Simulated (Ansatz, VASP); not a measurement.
# KNaICl: VASP beside Ansatz

Aim: how closely do two programs agree when they are given the same cell, functional and k mesh? The cell is generated by rule, not measured, and may not be a known phase. The cell is taken from a series of runs on this material, whose earlier steps may have relaxed, scaled, displaced or heated it; both programs get it as it stands.

Method: plane waves, with VASP 6.6.1 beside it; relaxation of cell and atoms at PBEsol, in Ansatz 0.2.0.

The structure was built from a prototype and need not be the compound's stable phase.

### Step 1. Starting point

The structure is tetragonal, space group P4/nmm (No. 129). The conventional cell has a = 4.465 Å, b = 4.465 Å, c = 12.692 Å, α = 90.00°, β = 90.00°, γ = 90.00°. Nearest to Cl lie 1 Na at 2.92 Å and 5 K at 3.12 to 3.16 Å. Nearest to I lie 5 Na at 3.17 to 3.29 Å and 1 K at 3.36 Å. Nearest to K lie 5 Cl at 3.12 to 3.16 Å and 1 I at 3.36 Å. Na has 1 Cl at 2.92 Å and 5 I at 3.17 to 3.29 Å nearest. Farther neighbours and most contacts between anions are not listed.

Coordinates:

```cif
data_structure
_symmetry_space_group_name_H-M 'P 1'
_symmetry_Int_Tables_number 1
_cell_length_a 4.4649
_cell_length_b 4.4649
_cell_length_c 12.6923
_cell_angle_alpha 90.000
_cell_angle_beta 90.000
_cell_angle_gamma 90.000
_cell_volume 253.02
loop_
_atom_site_label
_atom_site_type_symbol
_atom_site_fract_x
_atom_site_fract_y
_atom_site_fract_z
_atom_site_occupancy
Cl1 Cl 0.50000 0.50000 0.99654 1
Cl2 Cl 0.00000 0.00000 0.25346 1
I3 I 0.50000 0.50000 0.50675 1
I4 I 0.00000 0.00000 0.74325 1
K5 K 0.00000 0.00000 0.00801 1
K6 K 0.50000 0.50000 0.24199 1
Na7 Na 0.00000 0.00000 0.48389 1
Na8 Na 0.50000 0.50000 0.76611 1
```

### Step 2. VASP: relaxation of cell and atoms, PBEsol

The relaxed volume is the usual yardstick between codes: in a stiff, nearly cubic crystal its relative difference is about their pressure difference at one cell divided by the bulk modulus.

Lines of VASP's logs that name or quote its potential files are left out, and so is its time.

Contents of INCAR:

```
SYSTEM = KNaICl
PREC = Accurate
ENCUT = 500
EDIFF = 1E-07
NELM = 120
ISMEAR = 0
SIGMA = 0.01
LREAL = .FALSE.
ALGO = Normal
GGA = PS
NBANDS = 38
LORBIT = 11
LWAVE = .FALSE.
LCHARG = .FALSE.
ISIF = 3
IBRION = 2
NSW = 80
EDIFFG = -0.005
LASPH = .TRUE.
GGA_COMPAT = .FALSE.
NELMIN = 4
EFERMI = MIDGAP
KPAR = 2
```

Contents of POSCAR:

```
KNaICl
1.0
    3.1571330000      3.1571330000      0.0000000000
   -3.1571330000      3.1571330000      0.0000000000
    0.0000000000      0.0000000000     12.6923430000
Cl I K Na
2 2 2 2
Direct
    0.5000000000      0.5000000000      0.9965362581
    0.0000000000      0.0000000000      0.2534637616
    0.5000000000      0.5000000000      0.5067468631
    0.0000000000      0.0000000000      0.7432531566
    0.0000000000      0.0000000000      0.0080101838
    0.5000000000      0.5000000000      0.2419898359
    0.0000000000      0.0000000000      0.4838851266
    0.5000000000      0.5000000000      0.7661148931
```

Contents of KPOINTS:

```
Automatic mesh
0
Gamma
4 4 2
0 0 0
```

PAW data sets: Cl, I, K_sv and Na_pv (PBE family, release 64).

On the command line:

```
> mpirun -np 2 vasp_std
```

Numbers of over 12 decimals in the logs are rounded to 6 here.

The program printed:

```text
[banner, memory and clock lines left out]
running    2 mpi-ranks, on    1 nodes
 distrk:  each k-point on    1 cores,    2 groups
 distr:  one band on    1 cores,    1 groups

 POSCAR found type information on POSCAR ClI K Na
 POSCAR found :  4 types and       8 ions
|                                                                             |
|               ----> ADVICE to this user running VASP <----                  |
|                                                                             |
|     You enforced a specific xc type in the INCAR file but a different       |
|     [... a line on the potential file left out ...]
|     I HOPE YOU KNOW WHAT YOU ARE DOING!                                     |
|                                                                             |

 LDA part: xc-table for (Slater+PW92), standard interpolation
 POSCAR, INCAR and KPOINTS ok, starting setup
 FFT: planning ... GRIDC
 FFT: planning ... GRID_SOFT
 FFT: planning ... GRID
 WAVECAR not read
 entering main loop
       N       E                     dE             d eps       ncg     rms          rms(c)
DAV:   1     0.520490020678E+03    0.52049E+03   -0.26209E+04   920   0.141E+03
DAV:   2     0.277059464498E+02   -0.49278E+03   -0.47750E+03  1082   0.364E+02
DAV:   3    -0.238455736984E+02   -0.51552E+02   -0.51289E+02  1272   0.119E+02
DAV:   4    -0.258403400878E+02   -0.19948E+01   -0.19899E+01  1288   0.256E+01
DAV:   5    -0.259411590701E+02   -0.10082E+00   -0.10075E+00  1600   0.397E+00    0.534E+00
DAV:   6    -0.253292783286E+02    0.61188E+00   -0.11565E+00  1154   0.427E+00    0.412E+00
DAV:   7    -0.252788764051E+02    0.50402E-01   -0.44373E-01  1388   0.259E+00    0.235E+00
DAV:   8    -0.252990324541E+02   -0.20156E-01   -0.70649E-02  1182   0.122E+00    0.400E-01
DAV:   9    -0.252990279941E+02    0.44600E-05   -0.57584E-03  1312   0.301E-01    0.155E-01
DAV:  10    -0.253004533557E+02   -0.14254E-02   -0.20448E-03  1208   0.213E-01    0.284E-02
DAV:  11    -0.253005241770E+02   -0.70821E-04   -0.33364E-04  1354   0.752E-02    0.312E-02
DAV:  12    -0.253005259574E+02   -0.17804E-05   -0.13110E-05  1284   0.147E-02    0.260E-02
DAV:  13    -0.253005282336E+02   -0.22761E-05   -0.19910E-05  1086   0.206E-02    0.126E-02
DAV:  14    -0.253005276418E+02    0.59178E-06   -0.69876E-06  1164   0.116E-02    0.124E-02
DAV:  15    -0.253005275186E+02    0.12313E-06   -0.31412E-06  1006   0.564E-03    0.314E-03
DAV:  16    -0.253005274689E+02    0.49747E-07   -0.23965E-07   916   0.248E-03
   1 F= -.25300527E+02 E0= -.25300527E+02  d E =-.253005E+02
[...]
2 F= -.25300577E+02 E0= -.25300577E+02  d E =-.497893E-04
[...]
3 F= -.25300586E+02 E0= -.25300586E+02  d E =-.581814E-04
[...]
4 F= -.25300596E+02 E0= -.25300596E+02  d E =-.683933E-04
[...]
5 F= -.25300589E+02 E0= -.25300589E+02  d E =-.617777E-04
[...]
6 F= -.25300597E+02 E0= -.25300597E+02  d E =-.699603E-04
[...]
7 F= -.25300606E+02 E0= -.25300606E+02  d E =-.854295E-05
 ZBRENT: can't locate minimum, use default step
 trial-energy change:   -0.000009  1 .order   -0.000008   -0.000009   -0.000008
 step:   5.0363(harm=  9.8382)  dis= 0.00167  next Energy=   -25.300633 (dE=-0.354E-04)
 bond charge predicted
       N       E                     dE             d eps       ncg     rms          rms(c)
DAV:   1    -0.253006372710E+02   -0.31339E-04   -0.12149E-02  1026   0.498E-01    0.535E-02
DAV:   2    -0.253006400061E+02   -0.27351E-05   -0.48044E-04  1086   0.108E-01    0.253E-02
DAV:   3    -0.253006271171E+02    0.12889E-04   -0.16279E-05  1172   0.237E-02    0.161E-02
DAV:   4    -0.253006217139E+02    0.54032E-05   -0.11657E-05  1324   0.164E-02    0.647E-03
DAV:   5    -0.253006218632E+02   -0.14931E-06   -0.15072E-06  1242   0.581E-03    0.249E-03
DAV:   6    -0.253006219422E+02   -0.78929E-07   -0.15296E-07   908   0.200E-03
   8 F= -.25300622E+02 E0= -.25300622E+02  d E =-.245130E-04
 curvature:  -3.79 expect dE=-0.558E-05 dE for cont linesearch -0.318E-05
 trial: gam=-0.12482 g(F)=  0.133E-05 g(S)=  0.145E-06 ort = 0.260E-05 (trialstep = 0.201E+01)
 search vector abs. value=  0.949E-06
 reached required accuracy - stopping structural energy minimisation
```

Parts of OUTCAR (step 2):

```text
ion  position               nearest neighbor table
   1  0.500  0.500  0.997-   6 3.12   5 3.16   5 3.16   5 3.16   5 3.16
   2  0.000  0.000  0.253-   5 3.12   6 3.16   6 3.16   6 3.16   6 3.16
   3  0.500  0.500  0.507-   7 3.17   7 3.17   7 3.17   7 3.17   6 3.36
   4  0.000  0.000  0.743-   8 3.17   8 3.17   8 3.17   8 3.17   5 3.36
   5  0.000  0.000  0.008-   2 3.12   1 3.16   1 3.16   1 3.16   1 3.16   4 3.36
   6  0.500  0.500  0.242-   1 3.12   2 3.16   2 3.16   2 3.16   2 3.16   3 3.36
   7  0.000  0.000  0.484-   3 3.17   3 3.17   3 3.17   3 3.17
   8  0.500  0.500  0.766-   4 3.17   4 3.17   4 3.17   4 3.17

  LATTYP: Found a simple tetragonal cell.
 ALAT       =     4.4648603068
 C/A-ratio  =     2.8427189493

 Subroutine GETGRP returns: Found 16 space group operations
 (whereof  8 operations were pure point group operations)

The static configuration has the point symmetry C_4v.
 The point group associated with its full space group is D_4h.

 Found     12 irreducible k-points:

   k-points           NKPTS =     12   k-points in BZ     NKDIM =     12   number of bands    NBANDS=     38

   dimension x,y,z NGX =    36 NGY =   36 NGZ =   96
   dimension x,y,z NGXF=    72 NGYF=   72 NGZF=  192

   ENCUT  =  500.0 eV  36.75 Ry    6.06 a.u.   8.14  8.14 23.14*2*pi/ulx,y,z

   NELECT =      60.0000    total number of electrons

 k-points in reciprocal lattice and weights: Automatic mesh
   0.00000000  0.00000000  0.00000000       0.031
   0.25000000  0.00000000  0.00000000       0.125
   0.50000000  0.00000000  0.00000000       0.062
   0.25000000  0.25000000  0.00000000       0.125
   0.50000000  0.25000000  0.00000000       0.125
   0.50000000  0.50000000  0.00000000       0.031
   0.00000000  0.00000000  0.50000000       0.031
   0.25000000  0.00000000  0.50000000       0.125
   0.50000000  0.00000000  0.50000000       0.062
   0.25000000  0.25000000  0.50000000       0.125
   0.50000000  0.25000000  0.50000000       0.125
   0.50000000  0.50000000  0.50000000       0.031

 average (electrostatic) potential at core
       1 -93.7646       2 -93.7646       3 -93.5798       4 -93.5798       5 -35.3556
       6 -35.3556       7 -47.5723       8 -47.5723

 E-fermi :   2.0416

 k-point     1 :       0.0000    0.0000    0.0000
  band No.  band energies     occupation
    ...
     26      -0.3029      2.00000
     27      -0.3029      2.00000
     28      -0.1072      2.00000
     29       0.1967      2.00000
     30       0.1967      2.00000
     31       3.8864      0.00000
     32       5.1716      0.00000
     33       5.3980      0.00000
     34       5.5009      0.00000
     35       6.0548      0.00000
    ...

 k-point     2 :       0.2500    0.0000    0.0000
  band No.  band energies     occupation
    ...
     26      -1.0173      2.00000
     27      -0.4282      2.00000
     28      -0.1827      2.00000
     29      -0.0195      2.00000
     30       0.1817      2.00000
     31       4.9276      0.00000
     32       5.5521      0.00000
     33       5.8478      0.00000
     34       6.0519      0.00000
     35       6.5409      0.00000
    ...

 k-point     3 :       0.5000    0.0000    0.0000
  band No.  band energies     occupation
    ...
     26      -1.3778      2.00000
     27      -0.3027      2.00000
     28      -0.3027      2.00000
     29       0.0555      2.00000
     30       0.0555      2.00000
     31       5.6419      0.00000
     32       5.6419      0.00000
     33       6.4441      0.00000
     34       6.4441      0.00000
     35       6.8458      0.00000
    ...

  Total       -0.0029176     -0.0029176      0.0026579      0.0000000      0.0000000      0.0000000
  in kB       -0.0184459     -0.0184459      0.0168044      0.0000000      0.0000000      0.0000000
  external PRESSURE =      -0.0066958 kB  Pullay stress =       0.0000000 kB

  energy-cutoff  :      500.00
  volume of cell :      253.42
      direct lattice vectors                 reciprocal lattice vectors
     3.159732783  3.159732783 -0.000000000     0.158241229  0.158241229  0.000000000
    -3.159732783  3.159732783  0.000000000    -0.158241229  0.158241229  0.000000000
    -0.000000000 -0.000000000 12.691214123     0.000000000  0.000000000  0.078794668

 POSITION                                       TOTAL-FORCE (eV/Angst)
 -----------------------------------------------------------------------------------
     -0.00000      3.15973     12.64464         0.000000      0.000000     -0.002649
     -0.00000     -0.00000      3.21937        -0.000000     -0.000000      0.002649
     -0.00000      3.15973      6.43243        -0.000000     -0.000000      0.001797
     -0.00000     -0.00000      9.43159         0.000000      0.000000     -0.001797
      3.15973      3.15973      0.10119         0.000000      0.000000     -0.001387
     -0.00000      3.15973      3.07161        -0.000000     -0.000000      0.001387
      3.15973      3.15973      6.13981         0.000000      0.000000     -0.001262
     -0.00000      3.15973      9.72421        -0.000000     -0.000000      0.001262
 -----------------------------------------------------------------------------------
    total drift:                               -0.000000      0.000000      0.000000

  FREE ENERGIE OF THE ION-ELECTRON SYSTEM (eV)
  ---------------------------------------------------
  free  energy   TOTEN  =       -25.3006219422 eV

  energy  without entropy=      -25.3006219422  energy(sigma->0) =      -25.30062194

 reached required accuracy - stopping structural energy minimisation

 total charge
# of ion       s       p       d       tot
------------------------------------------
    1        1.578   3.537   0.000   5.116
    2        1.578   3.537   0.000   5.116
    3        1.493   2.849   0.003   4.345
    4        1.493   2.849   0.003   4.345
    5        1.957   5.569   0.027   7.553
    6        1.957   5.569   0.027   7.553
    7        0.043   5.977   0.000   6.020
    8        0.043   5.977   0.000   6.020
--------------------------------------------------
tot         10.143  35.863   0.060  46.067

[... 3 further parts left out ...]
```

(Part 1 of 2 ends here.)

[Lines on the potential files, build, host, timing and source positions are cut from VASP's logs without a mark.]

[Logs are printed without paths, hosts, clocks, repeated set-up lines and the standing remarks that a program may print on its own settings, such as how far it seeks lower states.]

[Hosts, paths, dates, database ids (printed as entryN), source tags and the programs' standing remarks are cut or masked in the printed files.]
